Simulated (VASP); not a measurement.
Input of a VASP 6.6.1 run:

File POSCAR:

```
ZnSe
1.0
    0.0000000000      2.8664300000      2.8664300000
    2.8664300000      0.0000000000      2.8664300000
    2.8664300000      2.8664300000      0.0000000000
Zn Se
1 1
Direct
    0.0000000000      0.0000000000      0.0000000000
    0.2500000000      0.2500000000      0.2500000000
```

The input INCAR.step1:

```
  ALGO = Normal
  EDIFF = 1E-5
  ENCUT = 520
  GGA = PE
  ISIF = 2
  ISMEAR = 0
  LASPH = T
  LCHARG = F
  LREAL = F
  LWAVE = T
  NELM = 100
  PREC = Accurate
  SIGMA = 0.02
```

File INCAR.step2:

```
  ALGO = Normal
  EDIFF = 1E-6
  ENCUT = 520
  GGA = PE
  HFSCREEN = 0.2
  ISIF = 2
  ISMEAR = 0
  ISTART = 1
  LASPH = T
  LCHARG = F
  LHFCALC = T
  LREAL = F
  LWAVE = F
  NELM = 100
  PREC = Accurate
  PRECFOCK = Fast
  SIGMA = 0.02
```

The input KPOINTS:

```
k-points
0
Gamma
  6 6 6
```

The input KPOINTS_OPT:

```
path GXWKGLUWLK,UX
12
line-mode
reciprocal
 0.0000000000  0.0000000000  0.0000000000  G
 0.5000000000  0.0000000000  0.5000000000  X

 0.5000000000  0.0000000000  0.5000000000  X
 0.5000000000  0.2500000000  0.7500000000  W

 0.5000000000  0.2500000000  0.7500000000  W
 0.3750000000  0.3750000000  0.7500000000  K

 0.3750000000  0.3750000000  0.7500000000  K
 0.0000000000  0.0000000000  0.0000000000  G

 0.0000000000  0.0000000000  0.0000000000  G
 0.5000000000  0.5000000000  0.5000000000  L

 0.5000000000  0.5000000000  0.5000000000  L
 0.6250000000  0.2500000000  0.6250000000  U

 0.6250000000  0.2500000000  0.6250000000  U
 0.5000000000  0.2500000000  0.7500000000  W

 0.5000000000  0.2500000000  0.7500000000  W
 0.5000000000  0.5000000000  0.5000000000  L

 0.5000000000  0.5000000000  0.5000000000  L
 0.3750000000  0.3750000000  0.7500000000  K

 0.6250000000  0.2500000000  0.6250000000  U
 0.5000000000  0.0000000000  0.5000000000  X
```

Potentials or basis: VASP PAW PBE potentials, release 64 (Zn, Se).

The run is started by

```bash
$ cat potpaw_PBE.64/Zn/POTCAR potpaw_PBE.64/Se/POTCAR > POTCAR
$ cp INCAR.step1 INCAR
$ mpirun -np 1 vasp_std > vasp.out
$ cp INCAR.step2 INCAR
$ mpirun -np 1 vasp_std > vasp.out
```

Question: What does it give for the band gap on the k mesh?

Answer: 2.27 eV, direct.

Question: Estimate the pressure.

Answer: -1.0 GPa.

Question: What does it give for the band gap along the path?

Answer: 2.27 eV, direct.

Levels at the corners of the path, in eV from the valence-band top:
```csv
point,band 5,band 6,band 7,band 8,band 9,band 10,band 11,band 12,band 13
Γ,-7.78,-7.78,0.00,0.00,0.00,2.27,6.97,6.97,6.97
X,-7.74,-7.57,-4.96,-2.19,-2.19,3.95,4.51,11.91,12.58
X,-7.74,-7.57,-4.96,-2.19,-2.19,3.95,4.51,11.91,12.58
W,-7.79,-7.47,-4.75,-2.85,-2.62,6.45,6.73,8.14,8.78
W,-7.79,-7.47,-4.75,-2.85,-2.62,6.45,6.73,8.14,8.78
K,-7.77,-7.50,-4.81,-3.13,-1.79,4.61,6.69,10.16,10.52
K,-7.77,-7.50,-4.81,-3.13,-1.79,4.61,6.69,10.16,10.56
Γ,-7.78,-7.78,0.00,0.00,0.00,2.27,6.97,6.97,6.97
Γ,-7.78,-7.78,0.00,0.00,0.00,2.27,6.97,6.97,6.97
L,-7.77,-7.61,-5.31,-0.86,-0.86,3.59,7.51,7.51,9.66
L,-7.77,-7.61,-5.31,-0.86,-0.86,3.59,7.51,7.51,9.66
U,-7.77,-7.50,-4.81,-3.13,-1.79,4.61,6.69,10.16,10.52
U,-7.77,-7.50,-4.81,-3.13,-1.79,4.61,6.69,10.16,10.52
W,-7.79,-7.47,-4.75,-2.85,-2.62,6.45,6.73,8.14,8.78
W,-7.79,-7.47,-4.75,-2.85,-2.62,6.45,6.73,8.14,8.78
L,-7.77,-7.61,-5.31,-0.86,-0.86,3.59,7.51,7.51,9.66
L,-7.77,-7.61,-5.31,-0.86,-0.86,3.59,7.51,7.51,9.66
K,-7.77,-7.50,-4.81,-3.13,-1.79,4.61,6.69,10.16,10.54
U,-7.77,-7.50,-4.81,-3.13,-1.79,4.61,6.69,10.16,10.53
X,-7.74,-7.57,-4.96,-2.19,-2.19,3.95,4.51,11.93,12.58
```

Caveat: the PAW data sets were made with another functional, which shifts forces and pressure a little.

**Experimental background.**

From “Alloy Disordering Effects on the Thermal Conductivity and Energy Gap Temperature Dependence of Cd1−xZnxSe Ternary Crystals Grown by the Bridgman Method”, 2023, pmc:10253836, for a bulk crystal of ZnSe at 300 K: band gap 2.695 ± 0.003 eV (an exciton energy, a little under the gap).

A measured gap of ZnSe is 2.695 eV (an exciton energy, a little under the gap; 300 K; “Alloy Disordering Effects on the Thermal Conductivity and Energy Gap Temperature Dependence of Cd1−xZnxSe Ternary Crystals Grown by the Bridgman Method”, 2023, pmc:10253836); the calculated 2.27 eV misses it by -0.43 eV. Spin-orbit coupling on Se is left out. The value is that of HSE06, without temperature or zero-point motion.
